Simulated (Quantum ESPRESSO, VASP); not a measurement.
An input for Quantum ESPRESSO (PBE, GBRV 1.5 ultrasoft (PBE) pseudopotentials):

```
&control
    calculation = 'scf',
    outdir = './tmp/',
    pseudo_dir = './',
    tprnfor = .true.,
    tstress = .true.,
/
&system
    ibrav = 7,
    celldm(1) = 6.5508112001,
    celldm(3) = 3.406872558805,
    nat = 4,
    ntyp = 2,
    ecutwfc = 40,
    ecutrho = 320,
    occupations = 'smearing',
    smearing = 'fd',
    degauss = 0.0036749,
/
&electrons
    conv_thr = 1e-10,
    mixing_beta = 0.7,
/
ATOMIC_SPECIES
Nb    92.9064  nb_pbe_v1.uspp.F.UPF
As    74.9216  as_pbe_v1.uspp.F.UPF
ATOMIC_POSITIONS angstrom
Nb    0.0000000000    0.0000000000    8.8542381832
Nb    0.0000000000    1.7332700000    5.9017231832
As    0.0000000000    0.0000000000    1.9755868368
As   -1.7332700000    0.0000000000    4.9281018368
K_POINTS automatic
8 8 8  0 0 0
```

Write the VASP files for the same calculation.

One set of files that does it:

### INCAR
```
# general
SYSTEM   =  NbAs
PREC     =  Accurate
ENCUT    =  300
LREAL    =  F   # projection in real space or not
LASPH    =  T   # aspherical one-centre terms

# electronic loop
EDIFF    =  1E-6   # SCF stop (eV)
NELM     =  100
ALGO     =  Normal   # blocked Davidson
LMAXMIX  =  4   # l cut-off of mixed one-centre charges

# smearing
ISMEAR   =  -1
SIGMA    =  0.05

# functional
GGA      =  PE

# ions
ISIF     =  2

# output
LWAVE    =  F
LCHARG   =  F
```

File POSCAR:
```
NbAs
1
   -1.7332700000     1.7332700000     5.9050300000
    1.7332700000    -1.7332700000     5.9050300000
    1.7332700000     1.7332700000    -5.9050300000
Nb As
2 2
Direct
  0.7497200000   0.7497200000   0.0000000000
  0.4997200000   0.9997200000   0.5000000000
  0.1672800000   0.1672800000   0.0000000000
  0.9172800000   0.4172800000   0.5000000000
```

**KPOINTS**
```
Automatic
0
Gamma
  8 8 8
```

POTCAR, in this order: Nb_sv As (PBE.64 set). Program: vasp_std.

Both inputs were run and reached self-consistency, which says nothing on mesh or cut-off. Potentials, basis and cut-offs are each code's own, so they don't translate, and total energies aren't comparable.

The structure comes from a computed database's NbAs entry (I4_1md); how it stands against other phases isn't given here. The cell was not relaxed at this level, and it may have been scaled.
